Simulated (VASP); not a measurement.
Rh:

```
Rh
1.0
     0.00000    1.89785    1.89785
     1.89785    0.00000    1.89785
     1.89785    1.89785    0.00000
Rh
1
Direct
  0.00000 0.00000 0.00000
```

| Property | Result |
| --- | --- |
| Program | VASP 6.6.1 |
| Task | relaxation of cell and atoms |
| Functional | LDA |
| Potentials or basis | VASP PAW LDA potentials, release 64 (Rh_pv) |
| Cutoff | 600 eV |
| k mesh | 16 × 16 × 16 |
| Occupations | methfessel-paxton, width 0.1 eV |
| Spin | no spin polarisation |

At the start: pressure -9.0 GPa; volume 13.67 Å³/atom.

Question: Where does the relaxation end?

Answer: Over 4 steps the energy falls by 12.0 meV/atom and the volume is 13.26 Å³/atom (-3.0 %); space group Fm-3m (No. 225, to 0.05 Å).

Step by step:
```csv
step,energy change (eV),largest force (eV/Å),pressure (GPa),volume (Å³)
1,0.0000,0.0000,-9.02,13.67
2,0.0862,0.0000,32.44,12.20
3,-0.0120,0.0000,-0.37,13.27
4,-0.0120,0.0000,-0.05,13.26
```

Final structure:
```cif
data_structure
_symmetry_space_group_name_H-M 'P 1'
_symmetry_Int_Tables_number 1
_cell_length_a 2.6566
_cell_length_b 2.6566
_cell_length_c 2.6566
_cell_angle_alpha 60.000
_cell_angle_beta 60.000
_cell_angle_gamma 60.000
_cell_volume 13.26
loop_
_atom_site_label
_atom_site_type_symbol
_atom_site_fract_x
_atom_site_fract_y
_atom_site_fract_z
_atom_site_occupancy
Rh1 Rh 0.00000 0.00000 0.00000 1
```
